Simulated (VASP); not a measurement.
Computed with PBEsol GGA, VASP's PBE PAW potentials (set 64) (plane waves; VASP).

Input for VASP

File POSCAR:
```
Sr
1
   -0.0000000000     2.9547327818     2.9547327818
    2.9547327818     0.0000000000     2.9547327818
    2.9547327818     2.9547327818     0.0000000000
Sr
1
Direct
  1.0000000000   1.0000000000   1.0000000000
```

### KPOINTS
```
Automatic mesh
0
Gamma
7 7 7
0 0 0
```

### INCAR
```
# general
SYSTEM =Sr
PREC   =Accurate
ENCUT  =530
LREAL  =.FALSE.
LASPH  =.TRUE.

# electronic loop
EDIFF  =1E-7
NELM   =100
ALGO   =Normal
LMAXMIX=4

# smearing
ISMEAR =0
SIGMA  =0.05

# functional
GGA    =PS

# ions
IBRION =6
NSW    =1
ISIF   =3
POTIM  =0.015
NFREE  =2

# output
LWAVE  =.FALSE.
LCHARG =.FALSE.
```

POTCAR, in this order: Sr_sv (PBE.64 set). Program: vasp_std.

What VASP printed:

File OUTCAR:
```
 ion  position               nearest neighbor table
   1  0.000  0.000  0.000-
  LATTYP: Found a face centered cubic cell.
 ALAT       =     5.9094655636
 Subroutine PRICEL returns:
 Original cell was already a primitive cell.
 Subroutine GETGRP returns: Found 48 space group operations
The static configuration has the point symmetry O_h .
The dynamic configuration has the point symmetry O_h .
 Subroutine INISYM returns: Found 48 space group operations
 Subroutine IBZKPT returns following result:
 Found     20 irreducible k-points:

 Following reciprocal coordinates:
            Coordinates               Weight
  0.000000  0.000000  0.000000      1.000000
  0.142857  0.000000  0.000000      8.000000
  0.285714  0.000000  0.000000      8.000000
  0.428571  0.000000  0.000000      8.000000
  0.142857  0.142857  0.000000      6.000000
  0.285714  0.142857  0.000000     24.000000
  0.428571  0.142857  0.000000     24.000000
 -0.428571  0.142857  0.000000     24.000000
 -0.285714  0.142857  0.000000     24.000000
 -0.142857  0.142857  0.000000     12.000000
  0.285714  0.285714  0.000000      6.000000
  0.428571  0.285714  0.000000     24.000000
 -0.428571  0.285714  0.000000     24.000000
 -0.285714  0.285714  0.000000     12.000000
  0.428571  0.428571  0.000000      6.000000
 -0.428571  0.428571  0.000000     12.000000
  0.428571  0.285714  0.142857     24.000000
 -0.428571  0.285714  0.142857     48.000000
 -0.428571  0.428571  0.142857     24.000000
 -0.285714  0.428571  0.142857     24.000000
 Subroutine IBZKPT_HF returns following result:
   k-points           NKPTS =     20   k-points in BZ     NKDIM =     20   number of bands    NBANDS=      9
   number of dos      NEDOS =    301   number of ions     NIONS =      1
   total plane-waves  NPLWV =  32768
   dimension x,y,z NGX =    32 NGY =   32 NGZ =   32
...
```

File OSZICAR:
```
...
DAV:   2    -0.186187759252E+01    0.57152E-01   -0.14542E-01   776   0.337E+00    0.865E-01
DAV:   3    -0.183887927652E+01    0.22998E-01   -0.11069E-01  1038   0.232E+00    0.745E-01
DAV:   4    -0.183978666867E+01   -0.90739E-03   -0.35557E-03   871   0.519E-01    0.475E-01
DAV:   5    -0.184126246067E+01   -0.14758E-02   -0.23253E-03  1190   0.363E-01    0.555E-02
DAV:   6    -0.184129210689E+01   -0.29646E-04   -0.49617E-05   918   0.666E-02    0.237E-02
DAV:   7    -0.184129675840E+01   -0.46515E-05   -0.92881E-06  1155   0.293E-02    0.515E-03
DAV:   8    -0.184129659787E+01    0.16053E-06   -0.12808E-07   800   0.379E-03    0.131E-03
DAV:   9    -0.184129644268E+01    0.15519E-06   -0.19745E-08   417   0.176E-03    0.393E-04
DAV:  10    -0.184129641979E+01    0.22887E-07   -0.85834E-09   390   0.539E-04
   7 F= -.18412964E+01 E0= -.18402697E+01  d E =-.205346E-02
       N       E                     dE             d eps       ncg     rms          rms(c)
DAV:   1    -0.186661993944E+01   -0.25323E-01   -0.11590E+00  1837   0.904E+00    0.106E+00
DAV:   2    -0.184826105083E+01    0.18359E-01   -0.43703E-02  2018   0.175E+00    0.488E-01
DAV:   3    -0.184069425920E+01    0.75668E-02   -0.31506E-02  2707   0.125E+00    0.474E-01
DAV:   4    -0.184108779767E+01   -0.39354E-03   -0.12759E-03  2111   0.274E-01    0.276E-01
DAV:   5    -0.184141128098E+01   -0.32348E-03   -0.95903E-04  3124   0.229E-01    0.343E-02
DAV:   6    -0.184141316853E+01   -0.18876E-05   -0.14163E-05  2036   0.349E-02    0.146E-02
DAV:   7    -0.184141272208E+01    0.44645E-06   -0.12905E-06  2971   0.145E-02    0.322E-03
DAV:   8    -0.184141279798E+01   -0.75901E-07   -0.26668E-08  1157   0.183E-03
   8 F= -.18414128E+01 E0= -.18401894E+01  d E =-.244671E-02
       N       E                     dE             d eps       ncg     rms          rms(c)
DAV:   1    -0.186188290354E+01   -0.20470E-01   -0.81467E-01  1862   0.722E+00    0.775E-01
DAV:   2    -0.184696351507E+01    0.14919E-01   -0.15077E-02  2215   0.874E-01    0.382E-01
DAV:   3    -0.184136834599E+01    0.55952E-02   -0.13674E-02  2424   0.869E-01    0.295E-01
DAV:   4    -0.184142112393E+01   -0.52778E-04   -0.18692E-04  2159   0.135E-01    0.365E-02
DAV:   5    -0.184141256882E+01    0.85551E-05   -0.29451E-05  3014   0.412E-02    0.491E-03
DAV:   6    -0.184141293731E+01   -0.36849E-06   -0.81111E-07  2324   0.913E-03    0.136E-03
DAV:   7    -0.184141293507E+01    0.22395E-08   -0.88973E-09  1448   0.763E-04
   9 F= -.18414129E+01 E0= -.18401896E+01  d E =-.244677E-02
       N       E                     dE             d eps       ncg     rms          rms(c)
DAV:   1    -0.184618382519E+01   -0.47709E-02   -0.73489E-01  1889   0.686E+00    0.517E-01
DAV:   2    -0.184151802334E+01    0.46658E-02   -0.75350E-03  2323   0.662E-01    0.275E-01
DAV:   3    -0.184051489208E+01    0.10031E-02   -0.70251E-03  2425   0.628E-01    0.179E-01
DAV:   4    -0.184107566595E+01   -0.56077E-03   -0.29634E-04  2607   0.141E-01    0.438E-02
DAV:   5    -0.184137247035E+01   -0.29680E-03   -0.47315E-05  2842   0.528E-02    0.151E-02
DAV:   6    -0.184138971971E+01   -0.17249E-04   -0.62151E-07  2322   0.752E-03    0.451E-03
DAV:   7    -0.184141087173E+01   -0.21152E-04   -0.17148E-07  2068   0.296E-03    0.583E-04
DAV:   8    -0.184141202123E+01   -0.11495E-05   -0.49578E-09  1146   0.654E-04    0.205E-04
DAV:   9    -0.184141284646E+01   -0.82522E-06   -0.86791E-10  1110   0.230E-04    0.839E-05
DAV:  10    -0.184141293468E+01   -0.88228E-07   -0.28695E-10  1092   0.108E-04
  10 F= -.18414129E+01 E0= -.18401895E+01  d E =-.244679E-02
       N       E                     dE             d eps       ncg     rms          rms(c)
DAV:   1    -0.186183641284E+01   -0.20424E-01   -0.84087E-01  1885   0.739E+00    0.774E-01
DAV:   2    -0.184697431318E+01    0.14862E-01   -0.15283E-02  2303   0.878E-01    0.383E-01
DAV:   3    -0.184136821958E+01    0.56061E-02   -0.13677E-02  2405   0.869E-01    0.292E-01
DAV:   4    -0.184141872658E+01   -0.50507E-04   -0.17664E-04  2315   0.130E-01    0.274E-02
DAV:   5    -0.184141264060E+01    0.60860E-05   -0.30423E-05  3000   0.442E-02    0.591E-03
DAV:   6    -0.184141292568E+01   -0.28508E-06   -0.58678E-07  2426   0.743E-03    0.451E-03
DAV:   7    -0.184141294558E+01   -0.19900E-07   -0.22510E-08  1481   0.164E-03
  11 F= -.18414129E+01 E0= -.18401896E+01  d E =-.244677E-02
       N       E                     dE             d eps       ncg     rms          rms(c)
DAV:   1    -0.185080066632E+01   -0.93877E-02   -0.68480E-01  1892   0.653E+00    0.467E-01
DAV:   2    -0.184463099221E+01    0.61697E-02   -0.72052E-03  2379   0.666E-01    0.276E-01
DAV:   3    -0.184143155268E+01    0.31994E-02   -0.74774E-03  2488   0.676E-01    0.116E-01
DAV:   4    -0.184139202652E+01    0.39526E-04   -0.23352E-04  2573   0.129E-01    0.200E-02
DAV:   5    -0.184140541769E+01   -0.13391E-04   -0.28853E-05  2902   0.407E-02    0.130E-02
DAV:   6    -0.184141182230E+01   -0.64046E-05   -0.16236E-06  2668   0.896E-03    0.423E-03
DAV:   7    -0.184141276495E+01   -0.94265E-06   -0.72124E-08  1780   0.217E-03    0.565E-04
DAV:   8    -0.184141289675E+01   -0.13180E-06   -0.44085E-09  1180   0.656E-04    0.128E-04
DAV:   9    -0.184141292100E+01   -0.24242E-07   -0.82008E-10  1112   0.212E-04
  12 F= -.18414129E+01 E0= -.18401895E+01  d E =-.244679E-02
       N       E                     dE             d eps       ncg     rms          rms(c)
DAV:   1    -0.186186741161E+01   -0.20455E-01   -0.85230E-01  1871   0.749E+00    0.778E-01
DAV:   2    -0.184696617693E+01    0.14901E-01   -0.15213E-02  2316   0.883E-01    0.383E-01
DAV:   3    -0.184137058996E+01    0.55956E-02   -0.13517E-02  2375   0.863E-01    0.293E-01
DAV:   4    -0.184141867850E+01   -0.48089E-04   -0.19387E-04  2329   0.137E-01    0.226E-02
DAV:   5    -0.184141260392E+01    0.60746E-05   -0.23879E-05  3064   0.375E-02    0.553E-03
DAV:   6    -0.184141293977E+01   -0.33585E-06   -0.71064E-07  2255   0.847E-03    0.195E-03
DAV:   7    -0.184141293643E+01    0.33414E-08   -0.68883E-09  1457   0.727E-04
  13 F= -.18414129E+01 E0= -.18401895E+01  d E =-.244677E-02
       N       E                     dE             d eps       ncg     rms          rms(c)
DAV:   1    -0.184140001655E+01    0.12923E-04   -0.87906E-01   360   0.804E+00    0.313E-01
DAV:   2    -0.184113125118E+01    0.26877E-03   -0.13004E-02   391   0.116E+00    0.194E-01
DAV:   3    -0.184152804243E+01   -0.39679E-03   -0.39801E-03   480   0.576E-01    0.560E-02
DAV:   4    -0.184165090958E+01   -0.12287E-03   -0.13657E-04   480   0.966E-02    0.325E-02
DAV:   5    -0.184176851508E+01   -0.11761E-03   -0.80577E-06   584   0.239E-02    0.839E-03
DAV:   6    -0.184176580901E+01    0.27061E-05   -0.14438E-07   433   0.301E-03    0.488E-03
DAV:   7    -0.184177173994E+01   -0.59309E-05   -0.23019E-08   247   0.159E-03    0.499E-04
DAV:   8    -0.184177202445E+01   -0.28451E-06   -0.14312E-09   213   0.378E-04    0.170E-04
DAV:   9    -0.184177215117E+01   -0.12672E-06   -0.45244E-10   207   0.190E-04    0.296E-05
DAV:  10    -0.184177215835E+01   -0.71772E-08   -0.16903E-10   204   0.890E-05
  14 F= -.18417722E+01 E0= -.18405887E+01  d E =-.236698E-02
       N       E                     dE             d eps       ncg     rms          rms(c)
DAV:   1    -0.183862708131E+01    0.31451E-02   -0.20730E+00   360   0.122E+01    0.145E-01
DAV:   2    -0.184179868520E+01   -0.31716E-02   -0.36051E-02   363   0.178E+00    0.876E-02
DAV:   3    -0.184177307408E+01    0.25611E-04   -0.14419E-03   601   0.233E-01    0.160E-02
DAV:   4    -0.184177191000E+01    0.11641E-05   -0.37239E-05   408   0.654E-02    0.327E-03
DAV:   5    -0.184177225241E+01   -0.34242E-06   -0.48700E-06   528   0.139E-02    0.739E-04
DAV:   6    -0.184177219355E+01    0.58862E-07   -0.18936E-07   340   0.330E-03
  15 F= -.18417722E+01 E0= -.18405887E+01  d E =-.236696E-02
```

File OUTCAR:
```
------------------------ aborting loop because EDIFF is reached ----------------------------------------
  FORCE on cell =-STRESS in cart. coord.  units (eV):
  Direction    XX          YY          ZZ          XY          YZ          ZX
  --------------------------------------------------------------------------------------
  Total       -0.0003100     -0.0003100     -0.0003100      0.0000000     -0.0000000      0.0000000
  in kB       -0.0096256     -0.0096256     -0.0096256      0.0000000     -0.0000000      0.0000000
  external PRESSURE =      -0.0096256 kB  Pullay stress =       0.0000000 kB
  volume of cell :       51.59
      direct lattice vectors                 reciprocal lattice vectors
     0.000000000  2.954732782  2.954732782    -0.169220040  0.169220040  0.169220040
     2.954732782  0.000000000  2.954732782     0.169220040 -0.169220040  0.169220040
     2.954732782  2.954732782  0.000000000     0.169220040  0.169220040 -0.169220040
 POSITION                                       TOTAL-FORCE (eV/Angst)
 -----------------------------------------------------------------------------------
     -0.01500      0.00000      0.00000         0.000000     -0.000000     -0.000000
 -----------------------------------------------------------------------------------
    total drift:                               -0.000394     -0.000000     -0.000000
  FREE ENERGIE OF THE ION-ELECTRON SYSTEM (eV)
  ---------------------------------------------------
  free  energy   TOTEN  =        -1.8417721935 eV

  energy  without entropy=       -1.8394052333  energy(sigma->0) =       -1.84058871

   1 f  =    0.000000 THz     0.000000 2PiTHz    0.000000 cm-1     0.000000 meV
             X         Y         Z           dx          dy          dz
      0.000000  0.000000  0.000000    -0.316228   -0.948683    0.000000

   2 f  =    0.000000 THz     0.000000 2PiTHz    0.000000 cm-1     0.000000 meV
             X         Y         Z           dx          dy          dz
      0.000000  0.000000  0.000000     0.948683   -0.316228    0.000000

   3 f  =    0.000000 THz     0.000000 2PiTHz    0.000000 cm-1     0.000000 meV
             X         Y         Z           dx          dy          dz
      0.000000  0.000000  0.000000     0.000000    0.000000    1.000000

 ELASTIC MODULI CONTR FROM IONIC RELAXATION (kBar)
 Direction    XX          YY          ZZ          XY          YZ          ZX
 --------------------------------------------------------------------------------
 XX           0.0000      0.0000      0.0000      0.0000      0.0000      0.0000
 YY           0.0000      0.0000      0.0000      0.0000      0.0000      0.0000
 ZZ           0.0000      0.0000      0.0000      0.0000      0.0000      0.0000
 XY           0.0000      0.0000      0.0000      0.0000      0.0000      0.0000
 YZ           0.0000      0.0000      0.0000      0.0000      0.0000      0.0000
 ZX           0.0000      0.0000      0.0000      0.0000      0.0000      0.0000
 --------------------------------------------------------------------------------

 TOTAL ELASTIC MODULI (kBar)
 Direction    XX          YY          ZZ          XY          YZ          ZX
 --------------------------------------------------------------------------------
 XX         133.6588    121.7664    121.7664     -0.0000      0.0000      0.0000
 YY         121.7664    133.6588    121.7664      0.0000     -0.0000     -0.0000
 ZZ         121.7664    121.7664    133.6588      0.0000      0.0000      0.0000
 XY          -0.0000      0.0000      0.0000    100.6515      0.0000      0.0000
 YZ           0.0000     -0.0000      0.0000      0.0000    100.6515      0.0000
 ZX           0.0000     -0.0000      0.0000      0.0000      0.0000    100.6515
 --------------------------------------------------------------------------------
```
(Selected blocks of OUTCAR.)

Finite-difference elastic constants of metals are sensitive to mesh and smearing; shear constants can be off by tens of GPa.

The compound is Sr in the fcc structure. It was relaxed first, which changed the volume by -8 %.
